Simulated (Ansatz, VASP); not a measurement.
**SiTe3 in VASP and in Ansatz**

INCAR

```
PREC = Accurate ; ENCUT = 600
EDIFF = 1E-7 ; ISMEAR = 0
SIGMA = 0.1 ; LREAL = F
LASPH = T ; NELM = 60
ALGO = Normal ; ISIF = 3
LWAVE = F ; LCHARG = F
GGA = PE ; IBRION = 2
NSW = 90 ; EDIFFG = -0.04
```

The input KPOINTS:

```
regular mesh
0
Gamma
  4 4 4
```

Contents of POSCAR:

```
SiTe3
1.0
   -3.2176667500      3.2176667500      3.2176667500
    3.2176667500     -3.2176667500      3.2176667500
    3.2176667500      3.2176667500     -3.2176667500
Si Te
1 3
Direct
    0.0000000000      0.0000000000      0.0000000000
    0.0000000000      0.5000000000      0.5000000000
    0.5000000000      0.0000000000      0.5000000000
    0.5000000000      0.5000000000      0.0000000000
```

Input for Ansatz:

```yaml
crystal:
  lattice:
    - [-3.21766675, 3.21766675, 3.21766675]
    - [3.21766675, -3.21766675, 3.21766675]
    - [3.21766675, 3.21766675, -3.21766675]
  atoms:
    - { symbol: Si, position: [0.0, 0.0, 0.0] }
    - { symbol: Te, position: [0.0, 0.5, 0.5] }
    - { symbol: Te, position: [0.5, 0.0, 0.5] }
    - { symbol: Te, position: [0.5, 0.5, 0.0] }
basis:
  ecutwfc: 420
kpoints:
  mp_grid: { grid: [4, 4, 4] }
hamiltonian:
  xc: pbe
scf:
  occupations: { method: gaussian, width: 0.1 }
  lower_state_search: "off"
output:
  forces: true
  stress: true
  eigenvalues: true
relax:
  adjacent_minimum: "off"
  f_tol: 0.04
  max_steps: 70
  cell: { stress_tol: 0.4 }
```

Alike in both runs: task relaxation of cell and atoms; functional PBE; k mesh 4 × 4 × 4; occupations gaussian, width 0.1 eV; no spin polarisation.

|  | VASP | Ansatz |
| --- | --- | --- |
| version | VASP 6.6.1 | Ansatz 0.2.0 |
| potentials or method | VASP PAW PBE potentials, release 64 (Si, Te) | scalar-relativistic, plane waves, PAW |
| plane-wave cutoff (eV) | 600 | 420 |
| valence electrons in the cell | 22 | 52 |

```tsv
	VASP	Ansatz	Ansatz less VASP
gap on the k mesh at the Fermi level, each at its own relaxed structure (eV)	none	none	-
relaxed volume (Å³/atom)	29.47	29.60	+0.121
relaxed cell length with the largest relative difference (Å)	5.350	5.358	+0.0073
energy change over the relaxation (meV/atom)	-61	-61	-0.2
```

A gap of «none» marks a metal or a gap that the smearing closes. The two sets of potentials don't hold the same shells in valence.

Caveats: the bands computed are all filled at some k points, so no gap is given. Spin-orbit coupling is left out, which matters for the levels of Te.
